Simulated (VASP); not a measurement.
Here is the system:

```
MnS
1.0
    5.19924     2.59300     2.59300
    2.59300     5.19924     2.59300
    2.59300     2.59300     5.19924
Mn S
2 2
Direct
  0.00000   0.00000   0.00000
  0.50000   0.50000   0.50000
  0.25000   0.25000   0.25000
  0.75000   0.75000   0.75000
```
Starting moments (μB, in the order of the record's atoms Mn Mn S S): 4.2 -4.2 0.0 0.0.

Computed with RPBE GGA, VASP's PBE PAW potentials (set 64) (plane waves; VASP). Numerical set-up: 520 eV cut-off, 8×8×8 Γ-centred mesh, tetrahedra with Blöchl corrections, potentials Mn_pv S.

The cores are frozen, which limits the accuracy of field gradients.

Q: Give the principal components of the electric field gradient (V/Å²) and the asymmetry η at each nucleus.

A: 
| atom | Vxx | Vyy | Vzz | η |
|---|---|---|---|---|
| Mn1 | 0.5 | 0.5 | -1.0 | 0.00 |
| Mn2 | 0.5 | 0.5 | -1.0 | 0.00 |
| S3 | 1.9 | 1.9 | -3.8 | 0.00 |
| S4 | 1.9 | 1.9 | -3.8 | 0.00 |

The compound is MnS in the rock salt, AFM-II order structure. It was relaxed first.
